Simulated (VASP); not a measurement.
An input for Ansatz (written as the equivalent of a VASP run, and not itself run):

Ansatz 0.2 input:
```yaml
crystal:
  lattice:
    - [3.1947300, 0.0000000, 0.0000000]
    - [0.0000000, 3.1947300, 0.0000000]
    - [0.0000000, 0.0000000, 3.1947300]
  atoms:
    - { symbol: Zn, position: [0.5000000, 0.5000000, 0.5000000] }
    - { symbol: Au, position: [0.0000000, 0.0000000, 0.0000000] }
kpoints:
  mp_grid: { grid: [7, 7, 7] }
hamiltonian:
  xc: lda
  pseudopotentials: { kind: paw }
scf:
  occupations: { method: methfessel_paxton, width: 0.272 }
  max_iter: 100
output: { forces: true, stress: true, eigenvalues: true }
```

### Question
Translate this input to VASP (INCAR, KPOINTS, POSCAR, choice of POTCAR).

### Answer
This is not unique; one that fits is 
KPOINTS:
```
Automatic mesh
0
gamma
  7 7 7
0 0 0
```

**INCAR**
```
SYSTEM  =  AuZn
EDIFF  =  1E-6   # SCF stop (eV)
ENCUT  =  300   # plane-wave cut-off (eV)
ISIF  =  2   # forces and stress, cell fixed
ISMEAR  =  1   # Methfessel-Paxton
NELM  =  100
ALGO  =  Normal
LCHARG  =  F
LASPH  =  T   # aspherical one-centre terms
LREAL  =  F   # projection in real space or not
LWAVE  =  F
PREC  =  Accurate
SIGMA  =  0.272   # width (eV)
LMAXMIX  =  6   # l cut-off of mixed one-centre charges
```

POSCAR:
```
AuZn
3.194730
  1.0000000000   0.0000000000   0.0000000000
  0.0000000000   1.0000000000   0.0000000000
  0.0000000000   0.0000000000   1.0000000000
Zn Au
1 1
Direct
  0.5000000000   0.5000000000   0.5000000000
  0.0000000000   0.0000000000   0.0000000000
```

POTCAR, in this order: Zn Au (LDA.64 set). Program: vasp_std.

The two are equivalent in intent, not identical: each code has its own PAW files, so the cut-off isn't converted (ENCUT is set for VASP's; basis.ecutwfc is left out, and Ansatz then takes the one that its files recommend); Ansatz stops its SCF on the density residual and VASP on the energy change (EDIFF); Ansatz's lda is the Perdew-Wang form, while the LDA potentials of VASP carry Perdew-Zunger's.

The structure is a typed AuZn crystal. The cell was not relaxed at this level.
